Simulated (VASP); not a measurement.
Level of theory: PBEsol GGA, VASP's PBE PAW potentials (set 64) (plane waves; VASP).

The input files of a VASP run:

File KPOINTS:
```
kpoints
0
gamma
 8 7 5
0 0 0
```

**INCAR**
```
ALGO = Normal
CSHIFT = 0.1
EDIFF = 1E-7
ENCUT = 520
GGA = PS
ISMEAR = 0
LASPH = T
LCHARG = F
LMAXMIX = 6
LOPTICS = T
LREAL = F
LWAVE = F
NBANDS = 93
NEDOS = 1001
NELM = 100
PREC = Accurate
SIGMA = 0.01
SYSTEM = Ta2O5
```

POSCAR:
```
Ta2O5
1
    3.8452445105     0.0000000000    -0.0036576110
    0.0000000000     3.8642627723     0.0000000000
   -1.8269490219     0.0000000000     6.5101170423
Ta O
2 5
Direct
  0.6479846876   0.0000000000   0.7923279575
  0.3520153124   0.0000000000   0.2076720425
  0.6640389985   0.5000000000   0.7992980714
  0.3359610015   0.5000000000   0.2007019286
  0.1890907006   1.0000000000   0.8704518275
  0.8109092994   0.0000000000   0.1295481725
  0.5000000000   0.0000000000   0.5000000000
```

POTCAR, in this order: Ta_pv O (PBE.64 set). Program: vasp_std.

The dielectric response may not be converged in the k-mesh; for small gaps it tends to come out too large.

Q: Predict the energy per atom (σ→0).

A: 
| Quantity | Value |
|---|---|
| energy per atom (σ→0) | -10.161 eV/atom |

OSZICAR:
```
...
DAV:  12    -0.711301174529E+02   -0.11237E-03   -0.32877E-05 17923   0.225E-02    0.268E-02
DAV:  13    -0.711302461131E+02   -0.12866E-03   -0.29512E-05 16683   0.158E-02    0.444E-02
DAV:  14    -0.711302697989E+02   -0.23686E-04   -0.11978E-05 17699   0.125E-02    0.233E-02
DAV:  15    -0.711302727253E+02   -0.29264E-05   -0.19157E-06 16945   0.465E-03    0.219E-03
DAV:  16    -0.711302728588E+02   -0.13346E-06   -0.11631E-07 17728   0.113E-03    0.717E-04
DAV:  17    -0.711302728978E+02   -0.39020E-07   -0.14443E-08 14491   0.366E-04
   1 F= -.71130273E+02 E0= -.71130273E+02  d E =-.261458E-12
 imaginary and real dielectric function
```

The structure comes from a computed database's Ta2O5 entry (P2/m); how it stands against other phases isn't given here. It was relaxed first.
